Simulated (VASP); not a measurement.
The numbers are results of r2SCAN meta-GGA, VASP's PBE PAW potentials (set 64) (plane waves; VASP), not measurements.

A VASP calculation is set up with these files.

**KPOINTS**
```
Regular mesh
0
gamma
 8 8 8
0 0 0
```

**INCAR**
```
ALGO = Normal
EDIFF = 1E-6
EDIFFG = -0.01
ENCUT = 400
IBRION = 2
ISIF = 3
ISMEAR = 1
LASPH = .TRUE.
LCHARG = .FALSE.
LMAXMIX = 4
LMIXTAU = .TRUE.
LREAL = .FALSE.
LWAVE = .FALSE.
METAGGA = R2SCAN
NELM = 100
NSW = 60
PREC = Accurate
SIGMA = 0.1
SYSTEM = YSe
```

File POSCAR:
```
YSe
1.0
  0.0000000000   3.5795720000   3.5795720000
  3.5795720000   0.0000000000   3.5795720000
  3.5795720000   3.5795720000   0.0000000000
Y Se
1 1
Cartesian
  0.0000000000   0.0000000000   0.0000000000
  1.7897860000   1.7897860000   1.7897860000
```

POTCAR, in this order: Y_sv Se (PBE.64 set). Program: vasp_std.

Output

File OSZICAR:
```
       N       E                     dE             d eps       ncg     rms          rms(c)
DAV:   1     0.313487404589E+02    0.31349E+02   -0.66633E+03   712   0.986E+02
DAV:   2    -0.362306597513E+02   -0.67579E+02   -0.64291E+02   876   0.195E+02
DAV:   3    -0.415655311418E+02   -0.53349E+01   -0.52392E+01   952   0.466E+01
DAV:   4    -0.420157516592E+02   -0.45022E+00   -0.43760E+00  1140   0.115E+01
DAV:   5    -0.420230592307E+02   -0.73076E-02   -0.72952E-02   920   0.137E+00    0.135E+01
DAV:   6    -0.374373122400E+02    0.45857E+01   -0.58006E+00   916   0.138E+01    0.117E+01
DAV:   7    -0.365293839316E+02    0.90793E+00   -0.88901E-01   968   0.833E+00    0.533E+00
DAV:   8    -0.383804599297E+02   -0.18511E+01   -0.24016E+00  1064   0.717E+00    0.424E+00
DAV:   9    -0.382469698079E+02    0.13349E+00   -0.43931E-02   912   0.137E+00    0.339E+00
DAV:  10    -0.367360487932E+02    0.15109E+01   -0.17367E+00  1008   0.646E+00    0.195E+00
DAV:  11    -0.367256444744E+02    0.10404E-01   -0.76890E-02   876   0.205E+00    0.105E+00
DAV:  12    -0.367254284483E+02    0.21603E-03   -0.32843E-02   752   0.173E+00    0.894E-01
DAV:  13    -0.367303743651E+02   -0.49459E-02   -0.65567E-03  1136   0.636E-01    0.579E-01
DAV:  14    -0.367428623369E+02   -0.12488E-01   -0.78620E-03   760   0.807E-01    0.106E-01
DAV:  15    -0.367439823191E+02   -0.11200E-02   -0.70314E-03   752   0.774E-01    0.402E-02
DAV:  16    -0.367440388708E+02   -0.56552E-04   -0.28788E-04  1148   0.135E-01    0.882E-02
DAV:  17    -0.367440397667E+02   -0.89588E-06   -0.31210E-04  1008   0.126E-01    0.411E-02
DAV:  18    -0.367441208475E+02   -0.81081E-04   -0.29066E-04   852   0.151E-01    0.553E-02
DAV:  19    -0.367440585938E+02    0.62254E-04   -0.19319E-04   968   0.104E-01    0.481E-02
DAV:  20    -0.367440546688E+02    0.39250E-05   -0.19634E-05  1124   0.322E-02    0.358E-02
DAV:  21    -0.367440429467E+02    0.11722E-04   -0.64442E-05   768   0.678E-02    0.287E-02
DAV:  22    -0.367440493450E+02   -0.63983E-05   -0.13378E-05   808   0.381E-02    0.114E-02
DAV:  23    -0.367440529341E+02   -0.35891E-05   -0.50731E-06   856   0.214E-02    0.425E-03
DAV:  24    -0.367440527344E+02    0.19970E-06   -0.78794E-06   796   0.236E-02
   1 F= -.36744053E+02 E0= -.36743940E+02  d E =-.367441E+02
       N       E                     dE             d eps       ncg     rms          rms(c)
DAV:   1    -0.542522454612E+02   -0.17508E+02   -0.36603E+02   756   0.157E+02    0.315E+01
DAV:   2    -0.404747675855E+02    0.13777E+02   -0.19043E+01   708   0.417E+01    0.118E+01
DAV:   3    -0.372729662455E+02    0.32018E+01   -0.17365E+01  1224   0.283E+01    0.883E+00
DAV:   4    -0.375322918832E+02   -0.25933E+00   -0.55578E-01   812   0.865E+00    0.586E+00
DAV:   5    -0.377605703973E+02   -0.22828E+00   -0.94992E-01  1120   0.458E+00    0.195E+00
DAV:   6    -0.377271223122E+02    0.33448E-01   -0.11937E-01  1212   0.279E+00    0.138E+00
DAV:   7    -0.377297012534E+02   -0.25789E-02   -0.83958E-02  1228   0.232E+00    0.557E-01
DAV:   8    -0.377555318064E+02   -0.25831E-01   -0.23424E-02   780   0.149E+00    0.179E-01
DAV:   9    -0.377565944878E+02   -0.10627E-02   -0.59886E-03  1124   0.510E-01    0.539E-02
DAV:  10    -0.377565790764E+02    0.15411E-04   -0.89592E-04   912   0.310E-01    0.643E-02
DAV:  11    -0.377565658765E+02    0.13200E-04   -0.10561E-04  1016   0.679E-02    0.587E-02
DAV:  12    -0.377566129746E+02   -0.47098E-04   -0.79238E-05   820   0.996E-02    0.215E-02
DAV:  13    -0.377566166048E+02   -0.36302E-05   -0.39720E-05  1168   0.496E-02    0.112E-02
DAV:  14    -0.377566179002E+02   -0.12954E-05   -0.78449E-07   560   0.108E-02    0.908E-03
DAV:  15    -0.377566183882E+02   -0.48803E-06   -0.39257E-07   500   0.699E-03
   2 F= -.37756618E+02 E0= -.37756960E+02  d E =-.101257E+01
       N       E                     dE             d eps       ncg     rms          rms(c)
DAV:   1    -0.380396280875E+02   -0.28301E+00   -0.60369E+00   796   0.203E+01    0.376E+00
DAV:   2    -0.378591300134E+02    0.18050E+00   -0.73509E-01   812   0.764E+00    0.194E+00
DAV:   3    -0.377951637255E+02    0.63966E-01   -0.46548E-01  1056   0.451E+00    0.219E+00
DAV:   4    -0.377913578006E+02    0.38059E-02   -0.20440E-02   856   0.144E+00    0.163E+00
DAV:   5    -0.377676945987E+02    0.23663E-01   -0.35523E-02   836   0.175E+00    0.586E-01
DAV:   6    -0.377962740370E+02   -0.28579E-01   -0.22294E-02   704   0.156E+00    0.224E-01
DAV:   7    -0.377960713230E+02    0.20271E-03   -0.20064E-03  1136   0.391E-01    0.121E-01
DAV:   8    -0.377962190880E+02   -0.14776E-03   -0.15948E-04   844   0.132E-01    0.742E-02
DAV:   9    -0.377966304303E+02   -0.41134E-03   -0.36996E-04   720   0.221E-01    0.350E-02
DAV:  10    -0.377966033644E+02    0.27066E-04   -0.35544E-05   864   0.750E-02    0.177E-02
DAV:  11    -0.377966143602E+02   -0.10996E-04   -0.94575E-06   808   0.372E-02    0.115E-02
DAV:  12    -0.377966193891E+02   -0.50289E-05   -0.70426E-06   824   0.313E-02    0.527E-03
DAV:  13    -0.377966153823E+02    0.40068E-05   -0.93990E-07   576   0.128E-02    0.435E-03
DAV:  14    -0.377966151941E+02    0.18823E-06   -0.59209E-07   476   0.717E-03
   3 F= -.37796615E+02 E0= -.37796867E+02  d E =-.105256E+01
```

### OUTCAR
```
------------------------ aborting loop because EDIFF is reached ----------------------------------------
  FORCE on cell =-STRESS in cart. coord.  units (eV):
  Direction    XX          YY          ZZ          XY          YZ          ZX
  --------------------------------------------------------------------------------------
  Total        0.0041205      0.0041205      0.0041205      0.0000000      0.0000000      0.0000000
  in kB        0.1021102      0.1021102      0.1021102      0.0000000      0.0000000      0.0000000
  external PRESSURE =       0.1021102 kB  Pullay stress =       0.0000000 kB
  volume of cell :       64.65
      direct lattice vectors                 reciprocal lattice vectors
     0.000000000  3.185580642  3.185580642    -0.156957257  0.156957257  0.156957257
     3.185580642  0.000000000  3.185580642     0.156957257 -0.156957257  0.156957257
     3.185580642  3.185580642 -0.000000000     0.156957257  0.156957257 -0.156957257
 POSITION                                       TOTAL-FORCE (eV/Angst)
 -----------------------------------------------------------------------------------
      0.00000      0.00000      0.00000        -0.000000     -0.000000      0.000000
      1.59279      1.59279      1.59279         0.000000      0.000000     -0.000000
 -----------------------------------------------------------------------------------
    total drift:                                0.000000      0.000000      0.000000
  FREE ENERGIE OF THE ION-ELECTRON SYSTEM (eV)
  ---------------------------------------------------
  free  energy   TOTEN  =       -37.7966151941 eV

  energy  without entropy=      -37.7973711123  energy(sigma->0) =      -37.79686717

 reached required accuracy - stopping structural energy minimisation
```
(Selected blocks of OUTCAR.)

### CONTCAR
```
YSe
   1.00000000000000
     0.0000000000000000    3.1855806421748545    3.1855806421748545
     3.1855806421748545    0.0000000000000000    3.1855806421748545
     3.1855806421748545    3.1855806421748545   -0.0000000000000000
  Y               Se
     1     1
Direct
     0.0000000000000000    0.0000000000000000    0.0000000000000000
     0.2500000000000000    0.2500000000000000    0.2500000000000000
```

Energy and stress use the plane-wave basis of the starting cell.

The structure was generated: YSe was put into the zinc blende type (F-43m), which need not be its known phase. This run relaxes it. Symmetry was kept, so distortions that lower it aren't found. The electron count is odd and the run is not spin-polarised, which forces a metal.
